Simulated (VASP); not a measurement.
Data:

```
CELL_PARAMETERS angstrom
      1.56229    -2.70596     0.00000
      1.56229     2.70596     0.00000
      0.00000     0.00000     3.45438
ATOMIC_POSITIONS crystal
  Hf 0.00000 0.00000 0.00000
  B  0.33333 0.66667 0.50000
  B  0.66667 0.33333 0.50000
```

These are PBEsol GGA, VASP's PBE PAW potentials (set 64) (plane waves; VASP) values and carry that method's errors. Numerical set-up: 600 eV cut-off, 10×10×8 Γ-centred mesh, first-order Methfessel-Paxton smearing of 0.10 eV, potentials Hf_pv B.

Each row applies one change to this cell, which was relaxed at other settings and keeps the small stress of the first row; at a fixed cut-off the stress holds a Pulay part, so it need not integrate to ΔE exactly. Stress is in GPa, positive when the cell is compressed.

```tsv
change	ΔE (meV/atom)	σxx	σyy	σzz	largest shear component, with its sign (GPa)	largest force (eV/Å)
none	0.0	-0.03	-0.03	-0.19	0.00	0.000
isotropic strain of -0.5 %	1.8	4.22	4.22	3.65	0.00	0.000
uniaxial strain of -1.0 % along y	1.9	0.78	6.32	1.16	0.00	0.010
atom 2 (B) moved by 0.075 Å along y	15.2	0.37	1.19	-0.12	0.00	1.218
atom 1 (Hf) moved by 0.100 Å along y	24.0	0.22	0.64	1.36	0.00	1.441
atom 1 (Hf) moved by -0.200 Å along z	[?]	[?]	[?]	[?]	[?]	[?]
atom 2 (B) moved by 0.075 Å along z	[?]	[?]	[?]	[?]	[?]	[?]
```

Problem. Some entries are withheld; supply them.

Solution. 
- atom 1 (Hf) moved by -0.200 Å along z, ΔE (meV/atom): 108.6
- atom 1 (Hf) moved by -0.200 Å along z, σxx: 4.74
- atom 1 (Hf) moved by -0.200 Å along z, σyy: 4.74
- atom 1 (Hf) moved by -0.200 Å along z, σzz: 5.93
- atom 1 (Hf) moved by -0.200 Å along z, largest shear component, with its sign (GPa): 0.00
- atom 1 (Hf) moved by -0.200 Å along z, largest force (eV/Å): 3.336
- atom 2 (B) moved by 0.075 Å along z, ΔE (meV/atom): 9.3
- atom 2 (B) moved by 0.075 Å along z, σxx: 0.36
- atom 2 (B) moved by 0.075 Å along z, σyy: 0.36
- atom 2 (B) moved by 0.075 Å along z, σzz: 0.10
- atom 2 (B) moved by 0.075 Å along z, largest shear component, with its sign (GPa): 0.00
- atom 2 (B) moved by 0.075 Å along z, largest force (eV/Å): 0.751

Failed runs are left out, and for metals the shear rows, which the mesh's noise covers.

The compound is HfB2 in the AlB2 type structure.
